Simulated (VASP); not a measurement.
Set up this calculation in VASP 6.6.1, as the native input.

```
Task                   : single point
Functional             : PBEsol
Potentials or basis    : VASP PAW PBE potentials, release 64 (Co, Ga_d, As)
Cutoff                 : 350 eV
k mesh                 : 2 × 2 × 2
Occupations            : gaussian, width 0.03 eV
Spin                   : collinear spin, ferromagnetic start
Starting moments       : [3.0, 0.0, 0.0, 0.0, 0.0, 0.0, 0.0, 0.0, 0.0, 0.0, 0.0, 0.0, 0.0, 0.0, 0.0, 0.0, 0.0, 0.0, 0.0, 0.0, 0.0, 0.0, 0.0, 0.0] μB
Fixed moment           : 3 μB
Hubbard terms          : Co d U = 6 eV
Dq                     : -1
Further INCAR settings : LREAL = Auto; ALGO = Normal; EDIFF = 1e-05; NBANDS = 128; ISYM = 0; NELECT = 213.0
```

The structure of Ga11CoAs12 (a cell with a defect) lies in POSCAR:

```
Ga11CoAs12                              
1.0
    0.0000000000      8.4805500000      8.4805500000
    5.6537000000      0.0000000000      5.6537000000
    5.6537000000      5.6537000000      0.0000000000
  Co              Ga              As            
     1    11    12
Direct
     0.0016871780333593    0.0011129910591546    0.9968337236145099
     0.0053810733003260    0.0062578276611009    0.4914073379401347
     0.0047275799066059    0.4970179781076126    0.0005597413770860
     0.0052878024485674    0.4968826690278062    0.4927449700300304
     0.3303470738691796    0.0045165618184806    0.0031637022426301
     0.3309314063147242    0.0016607322812475    0.5003109671549657
     0.3301271230663282    0.5004866555071423    0.0032924480322014
     0.3327826772678877    0.5002845874429236    0.4999913907123852
     0.6698473738894943    0.0046154938528825    0.9973901052335759
     0.6675847792375743    0.0020004528246963    0.4949437335705830
     0.6675110519998392    0.4969181119530795    0.0010412852634214
     0.6683977304178175    0.5019134532305548    0.4968597024946714
     0.0821590398193848    0.1240075206659507    0.1187136384816885
     0.0824560777399778    0.1238282657811131    0.6313287712175309
     0.0817480484193380    0.6355364238639730    0.1197282772001597
     0.0827839853661542    0.6284093460662489    0.6229462633270039
     0.4198221837275029    0.1246735968639485    0.1240396391299403
     0.4169735252392396    0.1238622820350829    0.6263994176658333
     0.4167164248458091    0.6276431186420278    0.1238162710957093
     0.4174736561716568    0.6245804251328382    0.6256198622018898
     0.7573587717110621    0.1234179653582570    0.1210867862469285
     0.7532735177047998    0.1256214039689839    0.6205114514987314
     0.7526306329054067    0.6273569486600439    0.1204763376889223
     0.7529022865979533    0.6249151881948604    0.6234171765794817
```

One way to write it, as run:

INCAR

```
PREC = Accurate
ENCUT = 350
EDIFF = 1E-5
ISMEAR = 0
SIGMA = 0.03
LREAL = Auto
LASPH = True
NELM = 120
ALGO = Normal
ISIF = 2
LWAVE = False
LCHARG = False
ISPIN = 2
MAGMOM = 3 0 0 0 0 0 0 0 0 0 0 0 0 0 0 0 0 0 0 0 0 0 0 0
LORBIT = 11
NUPDOWN = 3
LMAXMIX = 4
LDAU = True
LDAUTYPE = 2
LDAUL = 2 -1 -1
LDAUU = 6 0 0
LDAUJ = 0 0 0
LDAUPRINT = 1
GGA = PS
NBANDS = 128
NELECT = 213.0
ISYM = 0
KPAR = 2
```

KPOINTS

```
regular mesh
0
Gamma
  2 2 2
```

Potentials or basis: VASP PAW PBE potentials, release 64 (Co, Ga_d, As).

Launch:

```console
$ cat potpaw_PBE.64/Co/POTCAR potpaw_PBE.64/Ga_d/POTCAR potpaw_PBE.64/As/POTCAR > POTCAR
$ mpirun -np 4 vasp_std > vasp.out
```

Results of the run:

```
Largest force                                         : 0.253 eV/Å
Net moment                                            : 3.00 μB per cell
Site moments                                          : Co +2.55; Ga +0.01, +0.00; As +0.03, +0.00, +0.02, +0.01 μB
Valence electrons inside the program's atomic spheres : Co 8.04; Ga 11.69, 11.68; As 2.87, 2.84, 2.85
```

Caveat: the k mesh is coarse (spacing up to 0.48 Å⁻¹), so the values aren't converged; the PAW data sets were made with another functional, which shifts forces and pressure a little; the total moment is fixed, so each spin has its own Fermi level; the U is typed as a test and isn't derived for this compound.

Wall time 5.6 min on 4 MPI ranks on Intel(R) Xeon(R) 6975P-C (Granite Rapids), with other jobs on the host, peak memory 0.53 GiB a rank.
